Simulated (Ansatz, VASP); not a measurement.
Two plane-wave programs on Be2B3

```
Be B
1.0
     3.54501    0.00000    0.00000
    -1.77250    3.07007    0.00000
     0.00000    0.00000    3.49872
Be B
2 3
Direct
  0.66667 0.33333 0.50000
  0.33333 0.66667 0.00000
  0.00000 0.00000 0.74917
  0.00000 0.00000 0.25083
  0.66667 0.33333 0.00000
```

Change from the starting cell: species swapped into the Fe3Ge2 type (P-6m2, No. 187).

Alike in both runs: functional PBE; k mesh 12 × 12 × 10; occupations gaussian, width 0.1 eV; no spin polarisation.

Ansatz relaxed the structure, and its values are those at the end. VASP's run is a single point on that final structure, the one shown.

```csv
,VASP,Ansatz
version,VASP 6.6.1,Ansatz 0.2.0
potentials or method,"VASP PAW PBE potentials, release 64 (Be, B)","scalar-relativistic, plane waves, PAW"
plane-wave cutoff (eV),520,420
valence electrons in the cell,13,13
```

Ansatz gave:

```
gap on the k mesh at the Fermi level (eV) : none
pressure (GPa)                            : 0.0
```

Which values does VASP return?

gap on the k mesh at the Fermi level (eV): none; pressure (GPa): 0.1.

A gap of «none» marks a metal or a gap that the smearing closes.
